## Choosing a cutoff for the layer spacing of BN

Before layered BN is put into a model of a thin insulating barrier, someone has to choose the cutoff at which its cell is relaxed. The cutoff is the highest kinetic energy among the plane waves that build up the electrons' wavefunctions, and a low one saves work. At 350 eV the layers settle 2.99 Å apart, at 700 eV 3.28 Å. A barrier of a given number of layers would thus come out 9% thinner than with the 700 eV cell, and tunnelling depends exponentially on thickness.

Calculated values. VASP 6.6.1, PBE with D3(BJ) dispersion and the recommended PAW potentials: relaxation of cell and atoms for layered BN (4 atoms per cell), with a 15 × 15 × 6 k mesh and Gaussian smearing of 0.02 eV. Volume change and energy drop are counted from the start cell at the same cutoff. The force criterion is 0.002 eV/Å, but 0.15 eV/Å at 520 eV.

```
wave cutoff  volume change (%)  relaxed length a (Å)  relaxed length c (Å)  energy drop per atom (meV)
     200 eV             -32.76                 2.374                 4.942                      1132.3
     250 eV             -24.03                 2.440                 5.286                       405.8
     350 eV             -10.67                 2.489                 5.972                        37.3
     520 eV               0.67                 2.507                 6.634                         0.7
     700 eV              -0.48                 2.506                 6.560                         0.8
```

Every run started from the same cell. The length $a$ is the edge within a layer, $c$ the edge across two layers, and the energy drop is the fall in energy during the relaxation. With rising cutoff the loss of volume shrinks from a third to a quarter to a tenth; then the cell grows slightly at 520 eV and contracts slightly at 700 eV. The crystal keeps its flat layers and its symmetry in all five rows, so the collapse is not a change to a denser form of BN.

### Why too few waves pull the cell inward

Consider first the limit of endlessly many plane waves. The electrons are then described equally well in a large and in a small cell, and only real forces decide the size. In the opposite limit, with very few waves, the description is poor and any way of improving it lowers the energy. Shrinking the cell is such a way.

The reason lies in how the waves are chosen. They are selected once, for the start cell, and their number stays fixed while the cell relaxes. Each wave is defined relative to the edges of the cell, so when an edge shortens, the wavelengths along it shorten in proportion. The same set of waves now resolves finer detail, as if the cutoff had been raised. The energy falls although no bond has become stronger, and this fall acts as an inward pull, known as Pulay stress.

The stress printed at the end of a run gives no warning of this fault. At 200 eV less than 0.001 GPa is left along $c$, although $c$ is 25% shorter than at 700 eV. The relaxation has found a true minimum, but of an energy surface that belongs to a fixed and insufficient set of waves.

### Why the stack gives way more than the layers

How far a cell follows such a pull depends on its stiffness. The pull itself is expected to be similar in all directions, because the detail that the waves miss sits mostly close to the atoms, where the wavefunctions vary fastest. A very stiff crystal would then hardly move and would show the fault in its energy instead; one equally soft in all directions would shrink about evenly. BN is stiff and soft at once. Strong covalent bonds hold each layer together, while the distance between layers is set mainly by weak dispersion forces and the repulsion of overlapping electron clouds.

The lengths bear this out. At 350 eV $a$ is 0.7% shorter than at 700 eV, and $c$ is 9% shorter. Measured on a logarithmic scale, on which the contributions of the edges add up, $c$ carries 93% of the contraction from the start cell at 350 eV, but only 74% at 200 eV. A plausible reason for the falling share is that the stack stiffens as its layers are pressed together, so that a stronger pull has to be taken up more by the bonds within them.

### A ceiling for the energy drop

If the printed energies were the bare energies of an incomplete set, the energy drop would have an upper limit. Missing waves can only raise a bare energy, so no run could end below the minimum reached with a complete set. Written as energies per atom,

$$\Delta E_{\max} = E_{\text{start}} - E_{\min},$$

where $E_{\text{start}}$ is the energy of the start cell at the cutoff in question and $E_{\min}$ is the converged minimum. The relaxed 700 eV energy stands in for $E_{\min}$, and no constant is adjusted.

For 350 eV the start cell has an energy of −35.66675 eV and the 700 eV minimum lies at −35.73332 eV, both for four atoms. The difference is 0.0666 eV, which divided by four gives 16.6 meV per atom. The run actually gained 37.3 meV per atom, more than twice the ceiling.

The other two low cutoffs break the limit as well, by a factor of three at 200 eV and of nine at 250 eV. Something besides the missing waves must therefore enter the printed energies. The 700 eV energy may itself lie somewhat above the complete-set value. From 520 to 700 eV, however, the energy of the start cell falls by only about 4 meV per atom, so a remaining error of that size would not restore the limit.

The likely source is a correction that VASP makes by itself. For each atom it estimates how much too high the kinetic energy comes out at the chosen cutoff, and takes that amount off the total. In the start cell this hides part of the error from the missing waves. When the cell shrinks, the same waves describe the electrons better and the true error falls, but the full amount is still taken off. The total can then sink below the converged minimum.

A fixed amount has no slope and cannot pull on the cell, so the collapse itself is still expected to come from the Pulay stress. The size of the correction is not among the results here, and a further fault of the potentials cannot be excluded: the usual nitrogen dataset is meant for cutoffs of about 400 eV and above, and the three collapsed rows lie below that. The large energy drops are in any case not relaxation energies of BN.

### What fails at 350 eV

The 350 eV row shows the fault in its most deceptive form, because its energies look reasonable. The safest guide is the drop within the run, 37.3 meV per atom, because a fixed correction cancels in it. About 21 meV of this comes from the dispersion energy, which depends only on where the atoms are and rightly grows as the layers approach. (Its value for the start cell is taken from the 520 eV row, whose cell is almost the same.) The other 16 meV or so is a fall of the PBE part.

That fall gives the error away. At the true spacing, attraction and repulsion are in balance, and pressing the layers together must cost energy overall. The PBE part, which contains the repulsion, should therefore have risen by more than dispersion gained. It fell instead, so nothing stopped the layers at the proper distance. The dispersion correction is not at fault here. What is missing is the net rise of the PBE energy that should oppose it, as expected when the false gain from finer waves outweighs the repulsion.

### The change of sign between 520 and 700 eV

The growth at 520 eV looks like the end of the trend overshooting, but it has another origin. This run was relaxed to a much looser criterion than the others and stopped after two steps. Its $c$ is still almost that of the start cell, and 0.22 GPa of tension remains along it, which would draw the layers closer if the run went on.

The edge $a$ has practically the same length at 520 and 700 eV, so the change of sign comes from $c$ alone. In the 700 eV run $c$ had time to contract by 1.1% from the start, which outweighs the slight growth of $a$. How much of the difference would survive a tight relaxation at 520 eV is not known. The energy drops of these two rows differ by only 0.1 meV per atom and should be read as equal.

### What this means for the choice

The quantities settle at very different rates. From 200 to 250 eV the energy of the unrelaxed start cell, taken relative to 700 eV, improves from 373 to 43 meV per atom. Over the same step the shortfall in $c$ only goes from 25% to 19%. An energy test at fixed cell therefore gives a far too hopeful picture of the layer spacing.

The explanation is that a length responds to the slope of the energy, not to its height. A fixed correction can mend the height but leaves the slope as it was. Along a stiff direction a false slope moves the minimum little; along a soft one it moves it far. The cutoff has to be judged by the softest length that will be used later, here $c$. A direct check is to restart a tightly relaxed run from its final cell, so that the waves are chosen afresh: if the cell then moves clearly, the set was too small.

For the barrier model this rules out 350 eV and everything below it. The 520 eV cell should be relaxed further before its spacing is used. The 700 eV cell is the best one available, as the only tightly relaxed run above the recommended cutoff, but with no higher cutoff beside it, its own remaining error in $c$ is not established. The printed analysis below lists the changes in length, the energy ceiling and the split of the energies for each row. The split compares different cutoffs, so its PBE part also contains the differing atomic corrections.

Output of the analysis:

```
Changes against the start cell:
     row  change of a (%)  change of c (%)  B-N bond (angstrom)  layer spacing (angstrom)  stress left along c (GPa)
  200 eV           -4.972           -25.52                1.371                     2.471                   0.000888
  250 eV            -2.33           -20.34                1.409                     2.643                    0.01394
  350 eV          -0.3683              -10                1.437                     2.986                    0.03407
  520 eV           0.3523         -0.02562                1.447                     3.317                    -0.2205
  700 eV           0.3122           -1.141                1.447                      3.28                   0.000655
Share of the contraction carried by c at 200, 250 and 350 eV (%): 74.25, 82.74, 93.4
Deviation from the 700 eV row:
     row    a (%)   c (%)  volume (%)
  200 eV   -5.267  -24.66      -32.44
  250 eV   -2.634  -19.42      -23.66
  350 eV  -0.6784  -8.963      -10.24
  520 eV   0.0399   1.128       1.156
  700 eV        0       0           0
Energy drop against its ceiling (meV per atom):
     row  start energy above 700 eV row  largest allowed drop  actual drop  actual over allowed
  200 eV                          372.9                 373.6         1132                 3.03
  250 eV                          43.19                 43.97        405.8                9.228
  350 eV                          15.86                 16.64         37.3                2.241
  520 eV                          3.898                  4.68          0.7               0.1496
  700 eV                              0                0.7825          0.8                1.022
Final energy below that of the 700 eV row (meV per atom):
     row  total  D3 part  PBE part
  200 eV  758.7    65.59     693.1
  250 eV  361.8    49.27     312.5
  350 eV  20.69    19.12     1.565
  520 eV  -3.96   -1.985    -1.975
  700 eV      0        0         0
```
